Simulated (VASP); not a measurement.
Level of theory: PBE GGA, VASP's PBE PAW potentials (set 64) (plane waves; VASP 6.6.1).

The input files of a VASP run:

### INCAR
```
GGA  =  PE   # PBE
LMAXMIX  =  4
LWAVE  =  F
ISMEAR  =  1   # Methfessel-Paxton
SYSTEM  =  Ga
ENCUT  =  400
SIGMA  =  0.1
ALGO  =  Normal   # blocked Davidson
KGAMMA  =  T
KSPACING  =  0.6
ISIF  =  2   # forces and stress, cell fixed
LASPH  =  T   # aspherical one-centre terms
PREC  =  Accurate
LCHARG  =  F
EDIFF  =  1E-6
LREAL  =  F   # projection in real space or not
NELM  =  100   # most electronic steps
```

**POSCAR**
```
Ga
1.0
  2.2570970000  -3.7779720000   0.0000000000
  2.2570970000   3.7779720000   0.0000000000
  0.0000000000   0.0000000000   4.4722770000
Ga
4
direct
  0.1549000000   0.8451000000   0.9190000000
  0.3451000000   0.6549000000   0.4190000000
  0.6549000000   0.3451000000   0.5810000000
  0.8549790000   0.1647790000   0.0810000000
```

POTCAR, in this order: Ga_d (PBE.64 set). Program: vasp_std.

Q: What will the output report for the number of irreducible k-points (NKPTS), number of bands (NBANDS), largest plane-wave count, number of space-group operations, FFT grid (NGX, NGY, NGZ)?

A: 
```
Item                                          Result
--------------------------------------  ------------
number of irreducible k-points (NKPTS)            14
number of bands (NBANDS)                          31
largest plane-wave count                        1401
number of space-group operations                   1
FFT grid (NGX, NGY, NGZ)                30 × 30 × 30
```

The compound is Ga in the alpha structure. The cell was not relaxed at this level, atoms are displaced from their ideal sites. The run is one of a series of settings (KGAMMA = .TRUE., KSPACING = 0.6, KPOINTS file removed against the base run), some of them coarse on purpose.
